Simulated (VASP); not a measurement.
Data:

```
Ni3Si
1.0
    3.30762     0.00000     0.00000
    0.00000     3.30762     0.00000
    0.00000     0.00000     3.30762
Si Ni
1 3
Direct
  0.00000   0.00000   0.00000
  0.00000   0.50000   0.50000
  0.50000   0.00000   0.50000
  0.50000   0.50000   0.00000
```

Computed with PBEsol GGA, VASP's PBE PAW potentials (set 64) (plane waves; VASP). Numerical set-up: 500 eV cut-off, 9×9×9 Γ-centred mesh, first-order Methfessel-Paxton smearing of 0.10 eV, potentials Si Ni.

Problem. Estimate the energy per atom (σ→0), pressure, band gap (on the k-mesh) with the smallest direct gap where there is one.

Solution. 
```json
{
  "band gap (on the k-mesh)": "none (metal, semimetal or under 0.01 eV)",
  "energy per atom (σ→0)": "-6.410 eV/atom",
  "pressure": "44.84 GPa"
}
```

Total energies compare only between runs with the same potentials, cut-off and functional.

The compound is Ni3Si in the L1_2 structure. It was relaxed first under an external pressure of 45 GPa. The run is not spin-polarised, so no magnetic state was tried.
